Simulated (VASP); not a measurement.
VASP ran on this input.

### KPOINTS
```
kpoints
0
G
4 4 4
0 0 0
```

**INCAR**
```
! general
SYSTEM   = CsPbBr3
PREC     = Accurate
ENCUT    = 520
LREAL    = .False.
LASPH    = .True.   ! aspherical one-centre terms

! electronic loop
EDIFF    = 1E-7   ! SCF stop (eV)
NELM     = 100   ! most electronic steps
ALGO     = Normal
LMAXMIX  = 4   ! l cut-off of mixed one-centre charges

! smearing
ISMEAR   = 0   ! Gaussian
SIGMA    = 0.05   ! width (eV)

! functional
GGA      = BO
LUSE_VDW = .True.
AGGAC    = 0.0
PARAM1   = 0.1833333333
PARAM2   = 0.22

! ions
ISIF     = 2

! output
LWAVE    = .False.
LCHARG   = .False.
```

**POSCAR**
```
CsPbBr3
1
    5.9883408570     0.0000000000     0.0000000000
    0.0000000000     5.9883408570     0.0000000000
    0.0000000000     0.0000000000     5.9883408570
Cs Pb Br
1 1 3
Direct
  0.0000000000   0.0000000000   0.0000000000
  0.5000000000   0.5000000000   0.5000000000
  0.5000000000   0.0000000000   0.5000000000
  0.0000000000   0.5000000000   0.5000000000
  0.5000000000   0.5000000000   0.0000000000
```

POTCAR, in this order: Cs_sv Pb_d Br (PBE.64 set). Program: vasp_std.

Problem. Write an equivalent input for Quantum ESPRESSO's pw.x.

Solution. One equivalent input (not run):
```
&CONTROL
  calculation = 'scf'
  pseudo_dir = './pseudo'
  outdir = './out'
  tprnfor = .true.
  tstress = .true.
/
&SYSTEM
  ibrav = 0
  nat = 5
  ntyp = 3
  ecutwfc = 62.5
  occupations = 'smearing'
  smearing = 'gaussian'
  degauss = 0.003675
  input_dft = 'vdw-df-obk8'
/
&ELECTRONS
  conv_thr = 7.3e-09
  electron_maxstep = 100
/
ATOMIC_SPECIES
  Cs 132.905 Cs.upf
  Pb 207.200 Pb.upf
  Br 79.904 Br.upf
CELL_PARAMETERS angstrom
     5.9883409    0.0000000    0.0000000
     0.0000000    5.9883409    0.0000000
     0.0000000    0.0000000    5.9883409
ATOMIC_POSITIONS crystal
  Cs   0.0000000  0.0000000  0.0000000
  Pb   0.5000000  0.5000000  0.5000000
  Br   0.5000000  0.0000000  0.5000000
  Br   0.0000000  0.5000000  0.5000000
  Br   0.5000000  0.5000000  0.0000000
K_POINTS automatic
  4 4 4 0 0 0
```
What does not carry over: the potentials are each code's own (VASP's PAW set, PseudoDojo norm-conserving files in pw.x), so ENCUT and ecutwfc are chosen apart and not converted; conv_thr bounds pw.x's estimated SCF error, while EDIFF bounds the energy change between steps.

The compound is CsPbBr3 in the cubic perovskite structure, the ideal cubic form; the compound distorts at low or room temperature. This cell is one point of a volume scan, at 1.03 of the reference volume.
